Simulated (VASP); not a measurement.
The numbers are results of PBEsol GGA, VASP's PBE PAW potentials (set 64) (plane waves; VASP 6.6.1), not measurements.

A VASP calculation is set up with these files.

KPOINTS:
```
K-points
0
G
  7 7 2
```

POSCAR:
```
Cd4SSe3
4.2534110
  0.0000000000   0.7071067899   0.7071067899
  0.7071067899   0.0000000000   0.7071067899
  2.8290698712   2.8290698712  -0.0006427117
Cd Se S
4 3 1
Cart
  2.8148026535   2.8148026535   0.0136245060
  0.7027190221   0.7027190221   0.0043877675
  2.1256671338   2.1256671338   1.4098668156
  2.8434558272   2.8434558272   1.3991849121
  0.3460503345   0.3460503345   0.3610564550
  1.0617508830   1.0617508830   0.3524626965
  1.7785369764   1.7785369764   0.3427833932
  2.4718844915   2.4718844915   0.3565426681
```

### INCAR
```
LWAVE  =  .False.
ENCUT  =  400   ! plane-wave cut-off (eV)
LCHARG  =  .True.
LORBIT  =  11   ! lm-projected
ALGO  =  Normal
LASPH  =  .True.   ! aspherical one-centre terms
NEDOS  =  601   ! DOS grid
LEFG  =  .True.
ISMEAR  =  -5   ! tetrahedra, Bloechl
GGA  =  PS   ! PBEsol
PREC  =  Accurate
LREAL  =  .False.
EDIFF  =  1E-7
ISIF  =  2   ! forces and stress, cell fixed
LMAXMIX  =  4
NELM  =  100
SYSTEM  =  Cd4SSe3
```

POTCAR, in this order: Cd Se S (PBE.64 set). Program: vasp_std.

Output

### OSZICAR
```
       N       E                     dE             d eps       ncg     rms          rms(c)
DAV:   1     0.444764165504E+03    0.44476E+03   -0.30149E+04  2752   0.123E+03
DAV:   2     0.364437325637E+00   -0.44440E+03   -0.43659E+03  3105   0.335E+02
DAV:   3    -0.266304734821E+02   -0.26995E+02   -0.26884E+02  3231   0.821E+01
DAV:   4    -0.269358425305E+02   -0.30537E+00   -0.30499E+00  3087   0.834E+00
DAV:   5    -0.269399719088E+02   -0.41294E-02   -0.41284E-02  3215   0.909E-01    0.135E+01
DAV:   6    -0.253634645722E+02    0.15765E+01   -0.38117E+00  3342   0.154E+01    0.105E+01
DAV:   7    -0.253173195810E+02    0.46145E-01   -0.16005E+00  2924   0.529E+00    0.343E+00
DAV:   8    -0.252896206455E+02    0.27699E-01   -0.26394E-01  3148   0.395E+00    0.792E-01
DAV:   9    -0.252892355776E+02    0.38507E-03   -0.29441E-02  2973   0.152E+00    0.230E-01
DAV:  10    -0.252891510962E+02    0.84481E-04   -0.28076E-03  3128   0.417E-01    0.958E-02
DAV:  11    -0.252892350543E+02   -0.83958E-04   -0.22769E-04  2972   0.953E-02    0.411E-02
DAV:  12    -0.252892838852E+02   -0.48831E-04   -0.64956E-05  3023   0.431E-02    0.216E-02
DAV:  13    -0.252892926160E+02   -0.87308E-05   -0.86921E-06  3004   0.148E-02    0.911E-03
DAV:  14    -0.252892931931E+02   -0.57713E-06   -0.34371E-06  3102   0.977E-03    0.417E-03
DAV:  15    -0.252892933038E+02   -0.11066E-06   -0.82832E-07  2741   0.484E-03    0.219E-03
DAV:  16    -0.252892934063E+02   -0.10251E-06   -0.15484E-07  2176   0.243E-03    0.106E-03
DAV:  17    -0.252892933941E+02    0.12183E-07   -0.96784E-08  2047   0.174E-03
   1 F= -.25289293E+02 E0= -.25289293E+02  d E =0.000000E+00
```

OUTCAR:
```
------------------------ aborting loop because EDIFF is reached ----------------------------------------
  FORCE on cell =-STRESS in cart. coord.  units (eV):
  Direction    XX          YY          ZZ          XY          YZ          ZX
  --------------------------------------------------------------------------------------
  Total        0.0029473      0.0029473      0.0029473      0.0060613     -0.0060613     -0.0060613
  in kB        0.0216886      0.0216886      0.0216886      0.0446038     -0.0446038     -0.0446038
  external PRESSURE =       0.0216886 kB  Pullay stress =       0.0000000 kB
  volume of cell :      217.72
      direct lattice vectors                 reciprocal lattice vectors
     0.000000000  3.007615798  3.007615798    -0.166225756  0.166263520  0.166225756
     3.007615798  0.000000000  3.007615798     0.166263520 -0.166225756  0.166225756
    12.033196910 12.033196910 -0.002733717     0.041546998  0.041546998 -0.041546998
 POSITION                                       TOTAL-FORCE (eV/Angst)
 -----------------------------------------------------------------------------------
     11.97251     11.97251      0.05795        -0.005984     -0.005984      0.005984
      2.98895      2.98895      0.01866        -0.006757     -0.006757      0.006757
      9.04134      9.04134      5.99674         0.003292      0.003292     -0.003292
     12.09439     12.09439      5.95131         0.000307      0.000307     -0.000307
      1.47189      1.47189      1.53572        -0.006847     -0.006847      0.006847
      4.51606      4.51606      1.49917         0.011082      0.011082     -0.011082
      7.56485      7.56485      1.45800        -0.003697     -0.003697      0.003697
     10.51394     10.51394      1.51652         0.008604      0.008604     -0.008604
 -----------------------------------------------------------------------------------
    total drift:                                0.000522      0.000522     -0.000531
  FREE ENERGIE OF THE ION-ELECTRON SYSTEM (eV)
  ---------------------------------------------------
  free  energy   TOTEN  =       -25.2892933941 eV

  energy  without entropy=      -25.2892933941  energy(sigma->0) =      -25.28929339

 total charge

# of ion       s       p       d       tot
------------------------------------------
    1        0.448   0.330   9.549  10.327
    2        0.452   0.327   9.547  10.325
    3        0.451   0.326   9.546  10.323
    4        0.429   0.306   9.554  10.288
    5        1.445   2.385   0.024   3.853
    6        1.445   2.385   0.024   3.854
    7        1.445   2.385   0.023   3.853
    8        1.321   2.355   0.000   3.675
--------------------------------------------------
tot          7.435  10.797  38.266  56.499

 Electric field gradients after diagonalization (V/A^2)
 (convention: |V_zz| > |V_xx| > |V_yy|)
----------------------------------------------------------------------
 ion       V_xx      V_yy      V_zz     asymmetry (V_yy - V_xx)/ V_zz
----------------------------------------------------------------------
   1       5.355     5.348   -10.703       0.001
   2      -1.193    -1.190     2.382       0.001
   3      -0.885    -0.882     1.767       0.001
   4      -2.775    -2.768     5.543       0.001
   5      -6.942    -6.941    13.883       0.000
   6      -6.417    -6.417    12.834       0.000
   7      -5.867    -5.866    11.733       0.000
   8       7.677     7.675   -15.353       0.000
```
(Selected blocks of OUTCAR.)

### OUTCAR
```
 val. band max:        0.9985092497   @ k =   0.0000   0.0000   0.0000

 cond. band min:       1.5188943173   @ k =   0.0000   0.0000   0.0000


 Fermi energy:         1.0091297800

 k-point     1 :       0.0000    0.0000    0.0000
  band No.  band energies     occupation
      1     -11.6564      2.00000
      2     -11.4688      2.00000
      3     -11.4425      2.00000
      4     -11.2419      2.00000
      5      -6.9887      2.00000
      6      -6.9887      2.00000
      7      -6.9555      2.00000
      8      -6.9021      2.00000
      9      -6.9021      2.00000
     10      -6.8590      2.00000
     11      -6.8590      2.00000
     12      -6.8342      2.00000
     13      -6.8342      2.00000
     14      -6.7527      2.00000
     15      -6.7143      2.00000
     16      -6.5884      2.00000
     17      -6.5884      2.00000
     18      -6.5365      2.00000
     19      -6.5365      2.00000
     20      -6.5197      2.00000
     21      -6.5197      2.00000
     22      -6.5033      2.00000
     23      -6.5033      2.00000
     24      -6.2307      2.00000
     25      -3.5519      2.00000
     26      -1.8123      2.00000
     27      -1.7168      2.00000
     28      -0.0152      2.00000
     29      -0.0152      2.00000
     30       0.4784      2.00000
     31       0.4784      2.00000
     32       0.6662      2.00000
     33       0.6662      2.00000
     34       0.8991      2.00000
     35       0.9985      2.00000
     36       0.9985      2.00000
     37       1.5189      0.00000
     38       3.1284      0.00000
     39       3.3182      0.00000
     40       3.4234      0.00000
     41       6.7182      0.00000
     42       6.8115      0.00000
     43       6.9151      0.00000

 k-point     2 :       0.1429    0.0000    0.0000
  band No.  band energies     occupation
      1     -11.5835      2.00000
      2     -11.4578      2.00000
      3     -11.3560      2.00000
      4     -11.2178      2.00000
      5      -6.9600      2.00000
...
```

The structure was generated: Cd4SSe3 was put into an ordered model structure (R3m), which need not be its known phase. It was relaxed first.
